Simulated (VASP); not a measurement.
OSZICAR of a VASP run on W (bcc):

### OSZICAR
```
       N       E                     dE             d eps       ncg     rms          rms(c)
DAV:   1     0.650318431497E+02    0.65032E+02   -0.68531E+03  2296   0.121E+03
DAV:   2    -0.122918295840E+02   -0.77324E+02   -0.74698E+02  2467   0.294E+02
DAV:   3    -0.135916971914E+02   -0.12999E+01   -0.12856E+01  2610   0.388E+01
DAV:   4    -0.135984315658E+02   -0.67344E-02   -0.67336E-02  2456   0.307E+00
DAV:   5    -0.135984895145E+02   -0.57949E-04   -0.57948E-04  2570   0.283E-01    0.189E+01
DAV:   6    -0.130693632058E+02    0.52913E+00   -0.65543E-01  2441   0.106E+01    0.715E+00
DAV:   7    -0.129349587520E+02    0.13440E+00   -0.32962E-01  2501   0.702E+00    0.769E-01
DAV:   8    -0.129302469119E+02    0.47118E-02   -0.35488E-03  2387   0.841E-01    0.110E-01
DAV:   9    -0.129302593977E+02   -0.12486E-04   -0.85387E-05  2605   0.114E-01    0.566E-02
DAV:  10    -0.129302577675E+02    0.16302E-05   -0.11855E-05  2470   0.495E-02    0.142E-02
DAV:  11    -0.129302583562E+02   -0.58867E-06   -0.22736E-07  1327   0.529E-03
   1 F= -.12930258E+02 E0= -.12930326E+02  d E =0.203209E-03
```

Task: Which electronic solver shows in the log?

Result: It is blocked Davidson (ALGO = Normal, or the opening steps of other solvers). The INCAR had ALGO = Normal.

Task: Can the final energy be trusted as converged?

Result: The run converged. It stopped with EDIFF = 1E-6, NELM = 100 (PBE GGA, plane waves, VASP's PBE PAW potentials (set 64)).

The compound is W in the bcc structure. The cell was not relaxed at this level.
